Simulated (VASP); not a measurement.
Consider the following.

```
CELL_PARAMETERS angstrom
     -1.90224     1.90224     4.79541
      1.90224    -1.90224     4.79541
      1.90224     1.90224    -4.79541
ATOMIC_POSITIONS crystal
  Ti 0.75000 0.25000 0.50000
  Ti 0.00000 0.00000 0.00000
  O  0.54174 0.04174 0.50000
  O  0.79174 0.79174 0.00000
  O  0.20826 0.20826 0.00000
  O  0.95826 0.45826 0.50000
```

Calculation: optB88-vdW, VASP's PBE PAW potentials (set 64) (plane waves; VASP 6.6.1). Settings: 520 eV cut-off, 9×9×9 Γ-centred mesh, tetrahedra with Blöchl corrections, potentials Ti_sv O.

The cores are frozen, which limits the accuracy of field gradients.

### Question
Give the principal components of the electric field gradient (V/Å²) and the asymmetry η at each nucleus.

### Answer

```json
[
 {"atom": "Ti1", "Vxx": "-5.8", "Vyy": "-5.8", "Vzz": "11.6", "η": "0.00"},
 {"atom": "Ti2", "Vxx": "-5.8", "Vyy": "-5.8", "Vzz": "11.6", "η": "0.00"},
 {"atom": "O3", "Vxx": "-10.1", "Vyy": "-5.1", "Vzz": "15.2", "η": "0.33"},
 {"atom": "O4", "Vxx": "-10.1", "Vyy": "-5.1", "Vzz": "15.2", "η": "0.33"},
 {"atom": "O5", "Vxx": "-10.1", "Vyy": "-5.1", "Vzz": "15.2", "η": "0.33"},
 {"atom": "O6", "Vxx": "-10.1", "Vyy": "-5.1", "Vzz": "15.2", "η": "0.33"}
]
```

The compound is TiO2 in the anatase structure, one of several forms; rutile is the usual stable one. It was relaxed first.
